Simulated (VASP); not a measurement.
These are G0W0 on PBE orbitals, VASP's PBE PAW potentials (set 64) (plane waves; VASP) values and carry that method's errors.

A VASP calculation is set up with these files.

KPOINTS:
```
Automatic
0
G
4 4 4
0 0 0
```

POSCAR:
```
Te
1
    2.2300000000    -3.8624730000     0.0000000000
    2.2300000000     3.8624730000     0.0000000000
    0.0000000000     0.0000000000     5.9300000000
Te
3
Direct
  0.0000000000   0.2630000000   0.6666670000
  0.7370000000   0.7370000000   0.0000000000
  0.2630000000   0.0000000000   0.3333330000
```

### INCAR
```
SYSTEM = Te
PREC = Normal
ENCUT = 350
ALGO = EVGW0
LREAL = .FALSE.
LASPH = .TRUE.
ISMEAR = 0
SIGMA = 0.01
GGA = PE
LWAVE = .TRUE.
LCHARG = .FALSE.
NBANDS = 192
ENCUTGW = 180
NELMGW = 1
NOMEGA = 64
NBANDSGW = 19
LSPECTRALGW = .TRUE.
```

POTCAR, in this order: Te_GW (PBE.64 set). Program: vasp_std. Read from the step before: W*.

What VASP printed:

### OSZICAR
```
energies w=
    0.000    0.000    0.325    0.000    0.649    0.000    0.971    0.000
    1.292    0.000    1.609    0.000    1.923    0.000    2.234    0.000
    2.541    0.000    2.843    0.000    3.141    0.000    3.435    0.000
    3.725    0.000    4.011    0.000    4.294    0.000    4.573    0.000
    4.849    0.000    5.123    0.000    5.395    0.000    5.665    0.000
    5.935    0.000    6.204    0.000    6.474    0.000    6.744    0.000
    7.016    0.000    7.291    0.000    7.569    0.000    7.850    0.000
    8.137    0.000    8.429    0.000    8.729    0.000    9.037    0.000
    9.353    0.000    9.681    0.000   10.021    0.000   10.376    0.000
   10.746    0.000   11.135    0.000   11.545    0.000   11.979    0.000
   12.441    0.000   12.934    0.000   13.465    0.000   14.037    0.000
   14.660    0.000   15.339    0.000   16.087    0.000   16.914    0.000
   17.838    0.000   18.877    0.000   20.057    0.000   21.409    0.000
   22.978    0.000   24.821    0.000   27.018    0.000   29.683    0.000
   32.982    0.000   37.172    0.000   42.665    0.000   50.171    0.000
   61.029    0.000   78.094    0.000  108.739    0.000  179.641    0.000
NQ=   1    0.0000    0.0000    0.0000,
 performed        305000 updates of chi_q(r,r)
NQ=   2    0.2500    0.0000    0.0000,
 performed        938000 updates of chi_q(r,r)
NQ=   3    0.5000    0.0000    0.0000,
 performed       1382000 updates of chi_q(r,r)
NQ=   4    0.2500    0.2500    0.0000,
 performed       1884000 updates of chi_q(r,r)
NQ=   5    0.0000    0.0000    0.2500,
 performed       2269000 updates of chi_q(r,r)
NQ=   6    0.2500    0.0000    0.2500,
 performed       2902000 updates of chi_q(r,r)
NQ=   7    0.0000    0.2500    0.2500,
 performed       3535000 updates of chi_q(r,r)
NQ=   8    0.5000    0.0000    0.2500,
 performed       4168000 updates of chi_q(r,r)
NQ=   9    0.2500    0.2500    0.2500,
 performed       4845000 updates of chi_q(r,r)
NQ=  10    0.0000    0.0000    0.5000,
 performed       5150000 updates of chi_q(r,r)
NQ=  11    0.2500    0.0000    0.5000,
 performed       5783000 updates of chi_q(r,r)
NQ=  12    0.5000    0.0000    0.5000,
 performed       6227000 updates of chi_q(r,r)
NQ=  13    0.2500    0.2500    0.5000,
 performed       6729000 updates of chi_q(r,r)
 resolving degeneracies of screened two electron integrals
```

### OUTCAR
```


 k-point   1 :       0.0000    0.0000    0.0000
  band No.  KS-energies  QP-energies   sigma(KS)   V_xc(KS)     V^pw_x(r,r')   Z            occupation Imag(sigma)

      1      -7.7492      -7.5977     -10.5829     -10.8384     -17.7242       0.5929       2.0000       1.2469
      2      -4.4209      -4.4489     -11.3400     -11.2974     -16.5452       0.6567       2.0000       0.8360
      3      -4.4209      -4.4489     -11.3400     -11.2974     -16.5452       0.6567       2.0000       0.8360
      4       2.8156       2.5247     -10.8023     -10.3878     -12.7688       0.7018       2.0000       0.1560
      5       3.1025       2.8814     -11.1097     -10.8004     -12.6289       0.7148       2.0000       0.1149
      6       3.1025       2.8814     -11.1097     -10.8004     -12.6289       0.7148       2.0000       0.1149
      7       4.2448       3.9390     -10.5986     -10.1645     -12.2306       0.7043       2.0000       0.0979
      8       4.2448       3.9390     -10.5986     -10.1645     -12.2306       0.7043       2.0000       0.0979
      9       5.1564       4.8339     -10.8592     -10.4084     -12.2028       0.7155       2.0000       0.0673
     10       6.9307       7.0013     -10.4435     -10.5421      -7.0788       0.7160       0.0000      -0.0699
     11       6.9307       7.0013     -10.4435     -10.5421      -7.0788       0.7160       0.0000      -0.0699
     12       7.5658       7.6265     -10.2816     -10.3669      -6.4999       0.7115       0.0000      -0.0884
     13      10.8761      10.7426      -8.3485      -8.1704      -3.9377       0.7500       0.0000      -0.1430
     14      10.8761      10.7426      -8.3485      -8.1704      -3.9377       0.7500       0.0000      -0.1430
     15      11.8180      11.8675      -7.9176      -7.9827      -3.4207       0.7613       0.0000      -0.1650
     16      12.3060      12.2247      -8.6893      -8.5800      -3.9368       0.7440       0.0000      -0.2136
     17      12.3060      12.2247      -8.6893      -8.5800      -3.9368       0.7440       0.0000      -0.2136
     18      12.5296      12.4578      -8.5295      -8.4323      -3.6980       0.7398       0.0000      -0.2240
     19      12.5412      12.4156      -8.1175      -7.9480      -3.1966       0.7411       0.0000      -0.2260

 k-point   2 :       0.2500    0.0000    0.0000
  band No.  KS-energies  QP-energies   sigma(KS)   V_xc(KS)     V^pw_x(r,r')   Z            occupation Imag(sigma)

      1      -7.3623      -7.2509     -10.7607     -10.9475     -17.6294       0.5966       2.0000       1.1407
      2      -4.6011      -4.6149     -11.3381     -11.3169     -16.6419       0.6493       2.0000       0.8319
      3      -4.3117      -4.3325     -11.4253     -11.3936     -16.5509       0.6577       2.0000       0.7956
      4       1.2960       1.0176     -10.2784      -9.8745     -13.1714       0.6894       2.0000       0.3476
      5       2.0149       1.7622     -10.6784     -10.3171     -12.9708       0.6994       2.0000       0.2206
      6       2.5413       2.2607     -10.6165     -10.2130     -12.9300       0.6955       2.0000       0.2106
      7       4.3263       4.0562     -10.5678     -10.1898     -11.7332       0.7146       2.0000       0.0821
      8       4.8582       4.5770     -10.8984     -10.5081     -11.9426       0.7204       2.0000       0.0646
      9       5.0794       4.7760     -10.9628     -10.5404     -12.1066       0.7182       2.0000       0.0637
     10       6.8248       6.8756     -10.1473     -10.2173      -6.9027       0.7261       0.0000      -0.0642
     11       7.0397       7.0987     -10.1943     -10.2757      -6.8614       0.7254       0.0000      -0.0685
     12       7.8924       7.9365     -10.5943     -10.6562      -7.0572       0.7129       0.0000      -0.0968
     13       9.7860       9.6199      -7.9441      -7.7235      -3.7230       0.7528       0.0000      -0.1072
     14      11.2171      11.1004      -8.1292      -7.9727      -3.5261       0.7457       0.0000      -0.1602
     15      12.4079      12.3176      -8.3445      -8.2229      -3.4990       0.7428       0.0000      -0.2162
     16      13.0947      13.0677      -9.0809      -9.0447      -4.0656       0.7461       0.0000      -0.3121
     17      13.6678      13.6594      -8.4120      -8.4009      -3.3326       0.7533       0.0000      -0.3545
     18      14.1664      14.1161      -8.7904      -8.7227      -3.5278       0.7420       0.0000      -0.3605
     19      14.4400      14.4068      -8.7447      -8.6998      -3.4085       0.7385       0.0000      -0.3704

 k-point   3 :       0.5000    0.0000    0.0000
  band No.  KS-energies  QP-energies   sigma(KS)   V_xc(KS)     V^pw_x(r,r')   Z            occupation Imag(sigma)

      1      -6.7632      -6.6930     -11.0798     -11.1959     -17.5295       0.6046       2.0000       0.9660
      2      -5.1022      -5.1052     -11.0976     -11.0930     -16.7397       0.6487       2.0000       0.9513
      3      -4.1851      -4.2027     -11.5357     -11.5090     -16.5573       0.6585       2.0000       0.7505
      4       1.0124       0.7417     -10.3631      -9.9704     -13.3437       0.6893       2.0000       0.3711
      5       1.4766       1.2007     -10.5124     -10.1161     -13.0834       0.6960       2.0000       0.2796
      6       2.3735       2.0877     -10.4345     -10.0216     -12.9239       0.6921       2.0000       0.2378
      7       2.4357       2.1534     -10.0514      -9.6477     -12.5237       0.6991       2.0000       0.2739
      8       4.7752       4.4764     -10.6617     -10.2463     -11.6703       0.7195       2.0000       0.0649
      9       5.0476       4.7572     -10.9613     -10.5584     -12.0187       0.7207       2.0000       0.0627
     10       6.8338       6.8654     -10.0359     -10.0791      -6.8483       0.7310       0.0000      -0.0618
     11       6.9404       6.9807      -9.9969     -10.0522      -6.7076       0.7276       0.0000      -0.0659
     12       8.9544       8.7668      -7.8517      -7.6046      -3.8717       0.7594       0.0000      -0.0867
     13       9.6555       9.7079     -11.2002     -11.2743      -6.6766       0.7063       0.0000      -0.2911
     14      13.2191      13.1353      -8.6311      -8.5187      -3.4869       0.7463       0.0000      -0.3473
     15      14.6384      14.6130      -8.9632      -8.9295      -3.5794       0.7539       0.0000      -0.4911
     16      14.9082      14.9003      -8.7687      -8.7582      -3.2971       0.7485       0.0000      -0.4411
     17      15.0620      15.0074      -8.5507      -8.4781      -3.0174       0.7520       0.0000      -0.4741
     18      15.2701      15.2996      -9.1102      -9.1501      -3.5773       0.7403       0.0000      -0.4437
     19      15.5685      15.5821      -8.8935      -8.9119      -3.3304       0.7416       0.0000      -0.4432

 k-point   4 :       0.2500    0.2500    0.0000
  band No.  KS-energies  QP-energies   sigma(KS)   V_xc(KS)     V^pw_x(r,r')   Z            occupation Imag(sigma)

      1      -6.7962      -6.7273     -11.0522     -11.1661     -17.5247       0.6052       2.0000       0.9847
      2      -4.8223      -4.8324     -11.2540     -11.2384     -16.6982       0.6473       2.0000       0.8739
      3      -4.4699      -4.4886     -11.3903     -11.3616     -16.6095       0.6511       2.0000       0.8078
      4       1.2091       0.9316     -10.3602      -9.9587     -13.2110       0.6911       2.0000       0.3412
      5       1.2784       0.9991     -10.3936      -9.9895     -13.1768       0.6912       2.0000       0.3247
      6       2.6413       2.3723     -10.4983     -10.1159     -12.5914       0.7038       2.0000       0.1978
      7       3.2949       3.0091     -10.3123      -9.9038     -12.2578       0.6996       2.0000       0.1615
      8       3.6327       3.3678     -10.4216     -10.0486     -11.9675       0.7100       2.0000       0.1187
      9       3.7373       3.4431     -10.4100      -9.9902     -12.1905       0.7010       2.0000       0.1292
     10       8.1129       8.1353     -10.5204     -10.5519      -6.7284       0.7100       0.0000      -0.1165
     11       8.4983       8.5313     -10.6581     -10.7046      -6.7550       0.7101       0.0000      -0.1421
     12       8.7077       8.7483     -10.7575     -10.8150      -6.7668       0.7056       0.0000      -0.1557
     13      10.3621      10.2339      -8.2507      -8.0790      -3.8315       0.7460       0.0000      -0.1408
     14      10.8767      10.7522      -8.3199      -8.1522      -3.7193       0.7421       0.0000      -0.1736
     15      13.4412      13.4057      -8.6827      -8.6351      -3.7307       0.7470       0.0000      -0.2793
     16      14.0504      14.0304      -8.6932      -8.6663      -3.4428       0.7457       0.0000      -0.3671
     17      15.2737      15.3094      -8.8818      -8.9295      -3.4074       0.7479       0.0000      -0.4637
     18      15.4696      15.5094      -8.9708      -9.0239      -3.4435       0.7479       0.0000      -0.4625
     19      16.0032      16.0201      -9.1341      -9.1572      -3.4469       0.7332       0.0000      -0.5087

 k-point   5 :       0.0000    0.0000    0.2500
  band No.  KS-energies  QP-energies   sigma(KS)   V_xc(KS)     V^pw_x(r,r')   Z            occupation Imag(sigma)

      1      -7.5225      -7.3957     -10.6500     -10.8625     -17.6430       0.5967       2.0000       1.2147
      2      -5.7869      -5.7695     -11.0493     -11.0765     -17.0267       0.6405       2.0000       1.0026
      3      -3.0096      -3.0025     -11.6121     -11.6222     -16.0593       0.7002       2.0000       0.7019
      4       2.3647       2.1356     -11.1286     -10.8055     -13.0019       0.7090       2.0000       0.1542
      5       2.9490       2.6617     -10.8478     -10.4393     -12.7686       0.7035       2.0000       0.1486
      6       3.3928       3.1342     -11.0572     -10.6923     -12.7077       0.7087       2.0000       0.1168
      7       4.4123       4.0864     -10.7507     -10.2877     -12.4200       0.7040       2.0000       0.0925
      8       4.4235       4.1434     -10.5955     -10.2013     -11.9545       0.7107       2.0000       0.0836
      9       5.0896       4.7673     -10.8772     -10.4261     -12.2302       0.7144       2.0000       0.0688
     10       6.6340       6.6839     -10.0658     -10.1343      -6.8439       0.7281       0.0000      -0.0609
     11       6.6564       6.6835     -10.2843     -10.3218      -7.0785       0.7212       0.0000      -0.0627
     12       7.0694       7.1329      -9.9337     -10.0210      -6.3848       0.7267       0.0000      -0.0720
     13      10.3436      10.2238      -8.2128      -8.0526      -3.8468       0.7475       0.0000      -0.1211
...
```
(Selected blocks of OUTCAR.)

The mesh is coarse and the basis finite, so the quasiparticle values are not converged.

The compound is Te in the trig structure. The cell was not relaxed at this level.
